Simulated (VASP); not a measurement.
Method: PBE GGA, VASP's PBE PAW potentials (set 64) (plane waves; VASP).

Input for VASP

### INCAR
```
# general
SYSTEM  = LaC
PREC    = Accurate
ENCUT   = 520
LREAL   = .FALSE.   # projection in real space or not
LASPH   = .TRUE.   # aspherical one-centre terms

# electronic loop
EDIFF   = 1E-6
NELM    = 100
ALGO    = Normal   # blocked Davidson
LMAXMIX = 6   # l cut-off of mixed one-centre charges

# smearing
ISMEAR  = 1
SIGMA   = 0.1   # width (eV)

# functional
GGA     = PE   # PBE

# ions
IBRION  = 2   # conjugate gradients
NSW     = 60
ISIF    = 3
EDIFFG  = -0.01   # ionic stop

# output
LWAVE   = .FALSE.
LCHARG  = .FALSE.
```

### POSCAR
```
LaC
1.0
  3.6790000000   0.0000000000   0.0000000000
  0.0000000000   3.6790000000   0.0000000000
  0.0000000000   0.0000000000   3.6790000000
La C
1 1
Cartesian
  0.0000000000   0.0000000000   0.0000000000
  1.8395000000   1.8395000000   1.8395000000
```

KPOINTS:
```
kpoints
0
Gamma
9 9 9
0 0 0
```

POTCAR, in this order: La C (PBE.64 set). Program: vasp_std.

What VASP printed:

**OSZICAR**
```
       N       E                     dE             d eps       ncg     rms          rms(c)
DAV:   1     0.133086504329E+03    0.13309E+03   -0.53512E+03   770   0.175E+03
DAV:   2    -0.302871304228E-01   -0.13312E+03   -0.13069E+03  1154   0.245E+02
DAV:   3    -0.119356575611E+02   -0.11905E+02   -0.11515E+02  1213   0.106E+02
DAV:   4    -0.124350884579E+02   -0.49943E+00   -0.45830E+00  1390   0.175E+01
DAV:   5    -0.124777707288E+02   -0.42682E-01   -0.42618E-01  1353   0.528E+00    0.444E+00
DAV:   6    -0.119191904456E+02    0.55858E+00   -0.10151E+01  1515   0.148E+01    0.319E+00
DAV:   7    -0.117328956822E+02    0.18629E+00   -0.19438E+00  1484   0.101E+01    0.116E+00
DAV:   8    -0.117286317283E+02    0.42640E-02   -0.10930E-01  1449   0.305E+00    0.502E-01
DAV:   9    -0.117315608082E+02   -0.29291E-02   -0.10023E-02  1166   0.977E-01    0.171E-01
DAV:  10    -0.117318060134E+02   -0.24521E-03   -0.14466E-03  1526   0.421E-01    0.669E-02
DAV:  11    -0.117317812990E+02    0.24714E-04   -0.24252E-04  1524   0.135E-01    0.724E-03
DAV:  12    -0.117317799824E+02    0.13165E-05   -0.87358E-06  1316   0.292E-02    0.346E-03
DAV:  13    -0.117317799120E+02    0.70442E-07   -0.75946E-07   790   0.115E-02
   1 F= -.11731780E+02 E0= -.11731038E+02  d E =-.117318E+02
       N       E                     dE             d eps       ncg     rms          rms(c)
DAV:   1    -0.235817240606E+02   -0.11850E+02   -0.40123E+02   809   0.279E+02    0.169E+01
DAV:   2    -0.151637215483E+02    0.84180E+01   -0.19443E+01  1149   0.769E+01    0.857E+00
DAV:   3    -0.126170613115E+02    0.25467E+01   -0.13119E+01  1332   0.414E+01    0.215E+00
DAV:   4    -0.126631400720E+02   -0.46079E-01   -0.80169E-01  1171   0.159E+01    0.857E-01
DAV:   5    -0.127117885499E+02   -0.48648E-01   -0.26104E-01  1433   0.568E+00    0.945E-01
DAV:   6    -0.127144238797E+02   -0.26353E-02   -0.26777E-02  1171   0.253E+00    0.514E-01
DAV:   7    -0.127116285078E+02    0.27954E-02   -0.30997E-02  1247   0.247E+00    0.166E-01
DAV:   8    -0.127115235588E+02    0.10495E-03   -0.24500E-03  1352   0.481E-01    0.531E-02
DAV:   9    -0.127114921155E+02    0.31443E-04   -0.12742E-04  1344   0.109E-01    0.372E-02
DAV:  10    -0.127114855608E+02    0.65547E-05   -0.60515E-05  1270   0.135E-01    0.492E-03
DAV:  11    -0.127114853751E+02    0.18573E-06   -0.31490E-06  1105   0.174E-02
   2 F= -.12711485E+02 E0= -.12712532E+02  d E =-.979705E+00
       N       E                     dE             d eps       ncg     rms          rms(c)
DAV:   1    -0.128869169441E+02   -0.17543E+00   -0.49746E+00   955   0.278E+01    0.208E+00
DAV:   2    -0.127632381067E+02    0.12368E+00   -0.54605E-01  1200   0.123E+01    0.854E-01
DAV:   3    -0.127382205089E+02    0.25018E-01   -0.68260E-02  1279   0.284E+00    0.188E-01
DAV:   4    -0.127371597464E+02    0.10608E-02   -0.84635E-03  1497   0.941E-01    0.107E-01
DAV:   5    -0.127371835724E+02   -0.23826E-04   -0.29272E-04  1071   0.173E-01    0.860E-02
DAV:   6    -0.127372581732E+02   -0.74601E-04   -0.55452E-04  1227   0.339E-01    0.247E-02
DAV:   7    -0.127372601788E+02   -0.20055E-05   -0.44780E-05  1403   0.767E-02    0.856E-03
DAV:   8    -0.127372579976E+02    0.21811E-05   -0.18790E-06   871   0.191E-02    0.291E-03
DAV:   9    -0.127372577966E+02    0.20102E-06   -0.40594E-07   481   0.113E-02
   3 F= -.12737258E+02 E0= -.12738002E+02  d E =-.100548E+01
```

File OUTCAR:
```
------------------------ aborting loop because EDIFF is reached ----------------------------------------
  FORCE on cell =-STRESS in cart. coord.  units (eV):
  Direction    XX          YY          ZZ          XY          YZ          ZX
  --------------------------------------------------------------------------------------
  Total        0.0153181      0.0153181      0.0153181     -0.0000000     -0.0000000      0.0000000
  in kB        0.6975590      0.6975590      0.6975590     -0.0000000     -0.0000000      0.0000000
  external PRESSURE =       0.6975590 kB  Pullay stress =       0.0000000 kB
  volume of cell :       35.18
      direct lattice vectors                 reciprocal lattice vectors
     3.276761339 -0.000000000  0.000000000     0.305179382  0.000000000  0.000000000
    -0.000000000  3.276761339  0.000000000     0.000000000  0.305179382  0.000000000
    -0.000000000 -0.000000000  3.276761339    -0.000000000 -0.000000000  0.305179382
 POSITION                                       TOTAL-FORCE (eV/Angst)
 -----------------------------------------------------------------------------------
      0.00000      0.00000      0.00000         0.000000      0.000000      0.000000
      1.63838      1.63838      1.63838        -0.000000     -0.000000      0.000000
 -----------------------------------------------------------------------------------
    total drift:                                0.000000      0.000000      0.000000
  FREE ENERGIE OF THE ION-ELECTRON SYSTEM (eV)
  ---------------------------------------------------
  free  energy   TOTEN  =       -12.7372577966 eV

  energy  without entropy=      -12.7394904185  energy(sigma->0) =      -12.73800200

 reached required accuracy - stopping structural energy minimisation
```
(Selected blocks of OUTCAR.)

CONTCAR:
```
LaC
   1.00000000000000
     3.2767613385152772   -0.0000000000000000    0.0000000000000000
    -0.0000000000000000    3.2767613385152772    0.0000000000000000
    -0.0000000000000000   -0.0000000000000000    3.2767613385152772
  La              C
     1     1
Direct
     0.0000000000000000    0.0000000000000000    0.0000000000000000
     0.5000000000000000    0.5000000000000000    0.5000000000000000
```

### OUTCAR
```
 val. band max:        9.2721868106   @ k =   0.3333   0.3333   0.1111

 cond. band min:       9.3682098187   @ k =   0.3333   0.2222   0.0000


 Fermi energy:         9.3418219950

 k-point     1 :       0.0000    0.0000    0.0000
  band No.  band energies     occupation
      1     -22.9020      2.00000
      2      -5.5853      2.00000
      3      -5.5853      2.00000
      4      -5.5853      2.00000
      5      -0.2631      2.00000
      6       8.7136      2.00000
      7       8.7136      2.00000
      8      10.1293     -0.00000
      9      10.1293     -0.00000
     10      10.1293     -0.00000
     11      12.3070      0.00000

 k-point     2 :       0.1111    0.0000    0.0000
  band No.  band energies     occupation
      1     -22.8690      2.00000
      2      -5.9582      2.00000
      3      -5.5534      2.00000
      4      -5.5534      2.00000
      5       0.0118      2.00000
      6       8.7681      2.00000
      7       8.8066      2.00000
      8       9.9950     -0.00000
      9       9.9950     -0.00000
     10      10.0765     -0.00000
     11      12.2548      0.00000

 k-point     3 :       0.2222    0.0000    0.0000
  band No.  band energies     occupation
      1     -22.7836      2.00000
      2      -6.7658      2.00000
      3      -5.4709      2.00000
      4      -5.4709      2.00000
      5       0.6224      2.00000
      6       8.0247      2.00000
      7       9.0675      2.00073
      8       9.6310     -0.00034
      9       9.6310     -0.00034
     10      10.8985     -0.00000
     11      12.0977      0.00000

 k-point     4 :       0.3333    0.0000    0.0000
  band No.  band energies     occupation
      1     -22.6832      2.00000
      2      -7.5385      2.00000
      3      -5.3744      2.00000
      4      -5.3744      2.00000
      5       1.2870      2.00000
      6       6.9507      2.00000
      7       9.1958      2.05874
      8       9.1958      2.05874
      9       9.4303     -0.01734
...
```

Energy and stress use the plane-wave basis of the starting cell.

The structure was generated: LaC was put into the CsCl type type (Pm-3m), which need not be its known phase. This run relaxes it. Symmetry was kept, so distortions that lower it aren't found. The electron count is odd and the run is not spin-polarised, which forces a metal.
